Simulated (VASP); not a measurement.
**ZnCu: structure and properties in VASP**

Aim: relax ZnCu, then compute properties on the relaxed cell. The steps: relaxing cell and atoms (PBEsol), second relaxation, single point with fields (PBEsol), bands along the symmetry lines (PBEsol), total and projected DOS (PBEsol), independent-particle dielectric function (PBEsol) and zone-centre phonons (PBEsol). The start is a cell from a database of measured crystal structures.

Calculated with VASP 6.6.1; PBEsol; plane waves and PAW (Zn, Cu).

## 1. The starting structure

Before any relaxation, the start is as follows. Symmetry: Pm-3m, No. 221, cubic system. Conventional cell: a = 2.945 Å, b = 2.945 Å, c = 2.945 Å, α = 90.00°, β = 90.00°, γ = 90.00°. Zn has 8 Cu at 2.55 Å nearest. Nearest to Cu lie 8 Zn at 2.55 Å. Farther neighbours are not listed.

As a file:

```cif
data_structure
_symmetry_space_group_name_H-M 'P 1'
_symmetry_Int_Tables_number 1
_cell_length_a 2.9450
_cell_length_b 2.9450
_cell_length_c 2.9450
_cell_angle_alpha 90.000
_cell_angle_beta 90.000
_cell_angle_gamma 90.000
_cell_volume 25.54
loop_
_atom_site_label
_atom_site_type_symbol
_atom_site_fract_x
_atom_site_fract_y
_atom_site_fract_z
_atom_site_occupancy
Zn1 Zn 0.50000 0.50000 0.50000 1
Cu2 Cu 0.00000 0.00000 0.00000 1
```

## 2. Relaxing cell and atoms (PBEsol)

Properties are meant for the cell that this level of theory prefers, so cell and atoms are relaxed first (ISIF = 3) until forces and stress are small; EDIFFG sets the threshold. PBEsol restores the gradient expansion of exchange and is tuned for the cells of solids.

Input file INCAR:

```
SYSTEM = ZnCu
PREC = Accurate
ENCUT = 400
EDIFF = 1E-06
NELM = 100
ISMEAR = 1
SIGMA = 0.2
LREAL = .FALSE.
ALGO = Normal
GGA = PS
NBANDS = 17
LASPH = .TRUE.
LORBIT = 11
LWAVE = .FALSE.
LCHARG = .FALSE.
KPAR = 2
IBRION = 2
NSW = 60
ISIF = 3
EDIFFG = -0.01
```

Input file POSCAR:

```
ZnCu
1.0
    2.9450000000      0.0000000000      0.0000000000
    0.0000000000      2.9450000000      0.0000000000
    0.0000000000      0.0000000000      2.9450000000
Zn Cu
1 1
Direct
    0.5000000000      0.5000000000      0.5000000000
    0.0000000000      0.0000000000      0.0000000000
```

Input file KPOINTS:

```
Automatic mesh
0
Gamma
7 7 7
0 0 0
```

The projector-augmented-wave data sets are Zn and Cu (PBE family, release 64).

On the command line:

```console
$ mpirun -np 2 vasp_std
```

What it wrote:

```text
[banner, memory and clock lines left out]
running    2 mpi-ranks, on    1 nodes
 distrk:  each k-point on    1 cores,    2 groups
 distr:  one band on    1 cores,    1 groups

 POSCAR found type information on POSCAR ZnCu
 POSCAR found :  2 types and       2 ions
|                                                                             |
|               ----> ADVICE to this user running VASP <----                  |
|                                                                             |
|     You enforced a specific xc type in the INCAR file but a different       |
|     [... a line on the potential file left out ...]
|     I HOPE YOU KNOW WHAT YOU ARE DOING!                                     |
|                                                                             |

 LDA part: xc-table for (Slater+PW92), standard interpolation
 POSCAR, INCAR and KPOINTS ok, starting setup
 FFT: planning ... GRIDC
 FFT: planning ... GRID_SOFT
 FFT: planning ... GRID
 WAVECAR not read
 entering main loop
       N       E                     dE             d eps       ncg     rms          rms(c)
DAV:   1     0.935494857635E+02    0.93549E+02   -0.97617E+03   752   0.182E+03
DAV:   2    -0.469957104798E+01   -0.98249E+02   -0.95254E+02   688   0.270E+02
DAV:   3    -0.738779109547E+01   -0.26882E+01   -0.26796E+01   791   0.599E+01
DAV:   4    -0.740642949940E+01   -0.18638E-01   -0.18635E-01   825   0.431E+00
DAV:   5    -0.740671382074E+01   -0.28432E-03   -0.28431E-03   813   0.553E-01    0.103E+01
DAV:   6    -0.725776611497E+01    0.14895E+00   -0.18636E+01   720   0.105E+02    0.669E+00
DAV:   7    -0.611283799391E+01    0.11449E+01   -0.40352E+00   738   0.110E+02    0.224E+00
DAV:   8    -0.611269223071E+01    0.14576E-03   -0.19306E-01   885   0.619E+00    0.127E+00
DAV:   9    -0.610287991215E+01    0.98123E-02   -0.12915E-02   862   0.248E+00    0.699E-02
DAV:  10    -0.610284665212E+01    0.33260E-04   -0.72509E-04  1035   0.595E-01    0.488E-02
DAV:  11    -0.610283818209E+01    0.84700E-05   -0.94767E-05   802   0.291E-01    0.109E-02
DAV:  12    -0.610283732980E+01    0.85229E-06   -0.73133E-06   807   0.590E-02
   1 F= -.61028373E+01 E0= -.61015153E+01  d E =-.610284E+01
 curvature:   0.00 expect dE= 0.000E+00 dE for cont linesearch  0.000E+00
 trial: gam= 0.00000 g(F)=  0.000E+00 g(S)=  0.454E-01 ort = 0.000E+00 (trialstep = 0.100E+01)
 search vector abs. value=  0.454E-01
 bond charge predicted
       N       E                     dE             d eps       ncg     rms          rms(c)
DAV:   1    -0.758625034022E+01   -0.14834E+01   -0.16143E+01   695   0.877E+01    0.986E+00
DAV:   2    -0.679229487868E+01    0.79396E+00   -0.11752E+01   697   0.872E+01    0.486E+00
DAV:   3    -0.617295575569E+01    0.61934E+00   -0.26839E+00   706   0.683E+01    0.200E+00
DAV:   4    -0.613152139091E+01    0.41434E-01   -0.13118E-01   992   0.784E+00    0.935E-01
DAV:   5    -0.611441885651E+01    0.17103E-01   -0.59518E-03  1044   0.168E+00    0.943E-02
DAV:   6    -0.611442466638E+01   -0.58099E-05   -0.10512E-03   919   0.638E-01    0.535E-02
DAV:   7    -0.611441345856E+01    0.11208E-04   -0.10475E-04  1006   0.315E-01    0.731E-03
DAV:   8    -0.611441278396E+01    0.67460E-06   -0.44136E-06   800   0.629E-02
   2 F= -.61144128E+01 E0= -.61130588E+01  d E =-.115755E-01
 trial-energy change:   -0.011575  1 .order   -0.010307   -0.045375    0.024762
 step:   0.6709(harm=  0.6470)  dis= 0.00000  next Energy=    -6.118442 (dE=-0.156E-01)
 bond charge predicted
       N       E                     dE             d eps       ncg     rms          rms(c)
DAV:   1    -0.626812570669E+01   -0.15371E+00   -0.18186E+00   698   0.314E+01    0.297E+00
DAV:   2    -0.616828555761E+01    0.99840E-01   -0.93255E-01   700   0.242E+01    0.135E+00
DAV:   3    -0.612812429262E+01    0.40161E-01   -0.24721E-01   698   0.144E+01    0.837E-01
DAV:   4    -0.612044597100E+01    0.76783E-02   -0.14274E-02   914   0.354E+00    0.318E-01
DAV:   5    -0.611843595140E+01    0.20100E-02   -0.14351E-03  1050   0.623E-01    0.245E-02
DAV:   6    -0.611843325883E+01    0.26926E-05   -0.91258E-05  1017   0.191E-01    0.919E-03
DAV:   7    -0.611843700633E+01   -0.37475E-05   -0.13923E-06   556   0.366E-02    0.143E-03
DAV:   8    -0.611843716297E+01   -0.15665E-06   -0.11396E-06   404   0.191E-02
   3 F= -.61184372E+01 E0= -.61170933E+01  d E =-.155998E-01
 curvature:  -0.32 expect dE=-0.723E-07 dE for cont linesearch -0.723E-07
 trial: gam= 0.00000 g(F)=  0.190E-63 g(S)=  0.224E-06 ort =-0.101E-03 (trialstep = 0.934E+00)
 search vector abs. value=  0.225E-06
 reached required accuracy - stopping structural energy minimisation
```

Wall time 4.6 s (2 MPI ranks of Intel Xeon 6975P-C (Granite Rapids), shared host); peak memory 0.24 GiB.

The logs omit lines about the potential files and the build; timing stands in the text.

From OUTCAR (step 2):

```text
ion  position               nearest neighbor table
   1  0.500  0.500  0.500-   2 2.55   2 2.55   2 2.55   2 2.55   2 2.55   2 2.55   2 2.55   2 2.55

  LATTYP: Found a simple cubic cell.
 ALAT       =     2.9450000000

 Subroutine GETGRP returns: Found 48 space group operations
 (whereof 48 operations were pure point group operations)

The static configuration has the point symmetry O_h .

 Found     20 irreducible k-points:

   k-points           NKPTS =     20   k-points in BZ     NKDIM =     20   number of bands    NBANDS=     17

   dimension x,y,z NGX =    20 NGY =   20 NGZ =   20
   dimension x,y,z NGXF=    40 NGYF=   40 NGZF=   40

   ENCUT  =  400.0 eV  29.40 Ry    5.42 a.u.   4.80  4.80  4.80*2*pi/ulx,y,z

   NELECT =      23.0000    total number of electrons

 k-points in reciprocal lattice and weights: Automatic mesh
   0.00000000  0.00000000  0.00000000       0.003
   0.14285714  0.00000000  0.00000000       0.017
   0.28571429  0.00000000  0.00000000       0.017
   0.42857143  0.00000000  0.00000000       0.017
   0.14285714  0.14285714  0.00000000       0.035
   0.28571429  0.14285714  0.00000000       0.070
   0.42857143  0.14285714  0.00000000       0.070
   0.28571429  0.28571429  0.00000000       0.035
   0.42857143  0.28571429  0.00000000       0.070
[...]
0.42857143  0.42857143  0.28571429       0.070
   0.42857143  0.42857143  0.42857143       0.023

 average (electrostatic) potential at core
       1 -33.7480       2 -65.7561

 E-fermi :   5.9079

 k-point     1 :       0.0000    0.0000    0.0000
  band No.  band energies     occupation
    ...
      7       2.0628      2.00000
      8       2.0628      2.00000
      9       2.9525      2.00000
     10       2.9525      2.00000
     11       2.9525      2.00000
     12      12.0687      0.00000
     13      12.0687      0.00000
     14      12.0687      0.00000
     15      17.2486      0.00000
     16      17.2486      0.00000
    ...

 k-point     2 :       0.1429    0.0000    0.0000
  band No.  band energies     occupation
    ...
      7       2.0365      2.00000
      8       2.0917      2.00000
      9       2.8262      2.00000
     10       2.8262      2.00000
     11       2.9365      2.00000
     12       9.4299     -0.00000
     13      12.6456      0.00000
     14      12.6456      0.00000
     15      17.4461      0.00000
     16      18.1560      0.00000
    ...

 k-point     3 :       0.2857    0.0000    0.0000
  band No.  band energies     occupation
    ...
      8       2.0278      2.00000
      9       2.5689      2.00000
     10       2.5689      2.00000
     11       2.9001      2.00000
     12       5.9199      0.89878
     13      14.2418      0.00000
     14      14.2418      0.00000
     15      18.0580      0.00000
     16      18.7858      0.00000
     17      23.1537      0.00000

  Total        0.0017610      0.0017610      0.0017610      0.0000000     -0.0000000      0.0000000
  in kB        0.1148232      0.1148232      0.1148232      0.0000000     -0.0000000      0.0000000
  external PRESSURE =       0.1148232 kB  Pullay stress =       0.0000000 kB

  energy-cutoff  :      400.00
  volume of cell :       24.57
      direct lattice vectors                 reciprocal lattice vectors
     2.907259961 -0.000000000 -0.000000000     0.343966488 -0.000000000 -0.000000000
     0.000000000  2.907259961  0.000000000     0.000000000  0.343966488 -0.000000000
     0.000000000  0.000000000  2.907259961     0.000000000 -0.000000000  0.343966488

 POSITION                                       TOTAL-FORCE (eV/Angst)
 -----------------------------------------------------------------------------------
      1.45363      1.45363      1.45363         0.000000     -0.000000      0.000000
      0.00000      0.00000      0.00000        -0.000000      0.000000      0.000000
 -----------------------------------------------------------------------------------
    total drift:                               -0.000000      0.000000     -0.000000

  FREE ENERGIE OF THE ION-ELECTRON SYSTEM (eV)
  ---------------------------------------------------
  free  energy   TOTEN  =        -6.1184371630 eV

  energy  without entropy=       -6.1144056989  energy(sigma->0) =       -6.11709334

 reached required accuracy - stopping structural energy minimisation

 total charge
# of ion       s       p       d       tot
------------------------------------------
    1        0.591   0.556   9.742  10.889
    2        0.438   0.413   9.179  10.031
--------------------------------------------------
tot          1.030   0.969  18.921  20.920

[... 3 further parts left out ...]
```

This run has no spin polarisation. Its electron count is odd, so without a moment it is a metal by construction. The k-mesh is coarse for a metal. The PAW data sets were made with PBE, which is usual practice but a small mismatch for other functionals. The run keeps the 48 symmetry operations of its start, so it cannot find a distortion of lower symmetry.

The steps of the relaxation:

```csv
step,energy less that of the first step (eV),largest force (eV/Å),pressure (GPa),volume (Å³)
1,0.0000,0.0000,-4.97,25.54
2,-0.0116,0.0000,2.87,24.11
3,-0.0156,0.0000,0.01,24.57
```

```csv
"conventional cell, symmetrised",before,after,change
a (Å),2.945,2.907,-1.3 %
b (Å),2.945,2.907,-1.3 %
c (Å),2.945,2.907,-1.3 %
volume (Å³/atom),12.77,12.29,-3.8 %
```

The relaxed structure:

```xyz
2
Lattice="2.9073 0.0000 0.0000 0.0000 2.9073 0.0000 0.0000 0.0000 2.9073" Properties=species:S:1:pos:R:3 pbc="T T T"
Zn    1.4536    1.4536    1.4536
Cu    0.0000    0.0000    0.0000
```

This step gave:

```yaml
electrons: 23
bands: 17
irreducible_k_points: 20
symmetry_operations: 48
free_energy_toten: -6.118 eV
energy_at_zero_smearing: -6.117 eV
fermi_energy: 5.908 eV
pressure: 0.01148 GPa
metallic: yes
scf_cycles_over_all_ionic_steps: 28
```

It ends with forces that vanish by symmetry and a pressure of 0.01 GPa. The volume lies -3.8 % from that of the database's start, which holds the thermal and zero-point expansion of its experiment.

## 3. Second relaxation

The basis stayed that of the start cell while the cell moved. A rerun from the cell reached resets it; the error of the finite cutoff stays.

INCAR is that of step 2.

Input file POSCAR:

```
ZnCu
1.0
    2.9072599614      0.0000000000      0.0000000000
    0.0000000000      2.9072599614      0.0000000000
    0.0000000000      0.0000000000      2.9072599614
Zn Cu
1 1
Direct
    0.5000000000      0.5000000000      0.5000000000
    0.0000000000      0.0000000000      0.0000000000
```

KPOINTS is that of step 2.

On the command line:

```console
$ mpirun -np 2 vasp_std
```

What it wrote:

```text
[banner, memory and clock lines left out]
running    2 mpi-ranks, on    1 nodes
 distrk:  each k-point on    1 cores,    2 groups
 distr:  one band on    1 cores,    1 groups

 POSCAR found type information on POSCAR ZnCu
 POSCAR found :  2 types and       2 ions
 [... a notice as in an earlier step ...]

 LDA part: xc-table for (Slater+PW92), standard interpolation
 POSCAR, INCAR and KPOINTS ok, starting setup
 FFT: planning ... GRIDC
 FFT: planning ... GRID_SOFT
 FFT: planning ... GRID
 WAVECAR not read
 entering main loop
       N       E                     dE             d eps       ncg     rms          rms(c)
DAV:   1     0.102979893687E+03    0.10298E+03   -0.96540E+03   712   0.189E+03
DAV:   2    -0.412115266728E+01   -0.10710E+03   -0.10325E+03   680   0.282E+02
DAV:   3    -0.743001287113E+01   -0.33089E+01   -0.32953E+01   789   0.657E+01
DAV:   4    -0.745312361835E+01   -0.23111E-01   -0.23106E-01   806   0.496E+00
DAV:   5    -0.745344213858E+01   -0.31852E-03   -0.31849E-03   815   0.594E-01    0.106E+01
DAV:   6    -0.722252157523E+01    0.23092E+00   -0.18344E+01   722   0.106E+02    0.654E+00
DAV:   7    -0.612476130325E+01    0.10978E+01   -0.40724E+00   729   0.112E+02    0.242E+00
DAV:   8    -0.612373543757E+01    0.10259E-02   -0.18276E-01   886   0.575E+00    0.134E+00
DAV:   9    -0.611351770704E+01    0.10218E-01   -0.11315E-02   834   0.237E+00    0.916E-02
DAV:  10    -0.611345581178E+01    0.61895E-04   -0.90522E-04  1042   0.729E-01    0.501E-02
DAV:  11    -0.611344424726E+01    0.11565E-04   -0.10151E-04   872   0.303E-01    0.111E-02
DAV:  12    -0.611344408102E+01    0.16624E-06   -0.45213E-06   698   0.410E-02
   1 F= -.61134441E+01 E0= -.61121002E+01  d E =-.611344E+01
 curvature:   0.00 expect dE= 0.000E+00 dE for cont linesearch  0.000E+00
 trial: gam= 0.00000 g(F)=  0.000E+00 g(S)=  0.867E-06 ort = 0.000E+00 (trialstep = 0.100E+01)
 search vector abs. value=  0.867E-06
 reached required accuracy - stopping structural energy minimisation
```

It took 2.2 s on 2 MPI ranks; peak memory 0.23 GiB.

OUTCAR, selected parts (step 3):

```text
  LATTYP: Found a simple cubic cell.
 ALAT       =     2.9072599614

The static configuration has the point symmetry O_h .

 Found     20 irreducible k-points:

   ENCUT  =  400.0 eV  29.40 Ry    5.42 a.u.   4.74  4.74  4.74*2*pi/ulx,y,z

   NELECT =      23.0000    total number of electrons

 E-fermi :   5.9081

 k-point     1 :       0.0000    0.0000    0.0000
  band No.  band energies     occupation
    ...
      7       2.0632      2.00000
      8       2.0632      2.00000
      9       2.9530      2.00000
     10       2.9530      2.00000
     11       2.9530      2.00000
     12      12.0684      0.00000
     13      12.0684      0.00000
     14      12.0684      0.00000
     15      17.2489      0.00000
     16      17.2489      0.00000
    ...

 k-point     2 :       0.1429    0.0000    0.0000
  band No.  band energies     occupation
    ...
      7       2.0370      2.00000
      8       2.0922      2.00000
      9       2.8270      2.00000
     10       2.8270      2.00000
     11       2.9372      2.00000
     12       9.4297     -0.00000
     13      12.6453      0.00000
     14      12.6453      0.00000
     15      17.4464      0.00000
     16      18.1559      0.00000
    ...

  Total       -0.0034604     -0.0034604     -0.0034604      0.0000000     -0.0000000      0.0000000
  in kB       -0.2256238     -0.2256238     -0.2256238      0.0000000     -0.0000000      0.0000000
  external PRESSURE =      -0.2256238 kB  Pullay stress =       0.0000000 kB

  energy-cutoff  :      400.00
  volume of cell :       24.57
      direct lattice vectors                 reciprocal lattice vectors
     2.907259961  0.000000000  0.000000000     0.343966488  0.000000000  0.000000000
     0.000000000  2.907259961  0.000000000     0.000000000  0.343966488  0.000000000
     0.000000000  0.000000000  2.907259961     0.000000000  0.000000000  0.343966488

 POSITION                                       TOTAL-FORCE (eV/Angst)
 -----------------------------------------------------------------------------------
      1.45363      1.45363      1.45363         0.000000      0.000000      0.000000
      0.00000      0.00000      0.00000         0.000000      0.000000      0.000000
 -----------------------------------------------------------------------------------
    total drift:                               -0.000000      0.000000     -0.000000

  FREE ENERGIE OF THE ION-ELECTRON SYSTEM (eV)
  ---------------------------------------------------
  free  energy   TOTEN  =        -6.1134440810 eV

  energy  without entropy=       -6.1094125095  energy(sigma->0) =       -6.11210022

 total charge
# of ion       s       p       d       tot
------------------------------------------
    1        0.591   0.556   9.742  10.889
    2        0.438   0.413   9.179  10.031
--------------------------------------------------
tot          1.030   0.969  18.920  20.919

[... 5 parts as in an earlier step ...]

[... 6 further parts left out ...]
```

CONTCAR:

```
ZnCu
   1.00000000000000
     2.9072599613999999    0.0000000000000000    0.0000000000000000
     0.0000000000000000    2.9072599613999999    0.0000000000000000
     0.0000000000000000    0.0000000000000000    2.9072599613999999
  Zn              Cu
     1     1
Direct
     0.5000000000000000    0.5000000000000000    0.5000000000000000
     0.0000000000000000    0.0000000000000000    0.0000000000000000
```

Little changed from the start: no atom moved by 0.005 Å and no cell edge by 0.1 %.

This step gave:

```yaml
free_energy_toten: -6.113 eV
energy_at_zero_smearing: -6.112 eV
pressure: -0.02256 GPa
scf_cycles_over_all_ionic_steps: 12
```

It ends with forces that vanish by symmetry and a pressure of -0.02 GPa. The volume moved by under 0.01 %: the run met its threshold at the first step.

(Part 1 of 4 ends here.)

[Lines on the potential files, build, host, timing and source positions are cut from VASP's logs without a mark.]

[Logs are printed without paths, hosts, clocks, repeated set-up lines and the standing remarks that a program may print on its own settings, such as how far it seeks lower states.]

[Hosts, paths, dates, database ids (printed as entryN), source tags and the programs' standing remarks are cut or masked in the printed files.]

[A measured line is paired with the nearest computed mode of its activity, which favours agreement.]
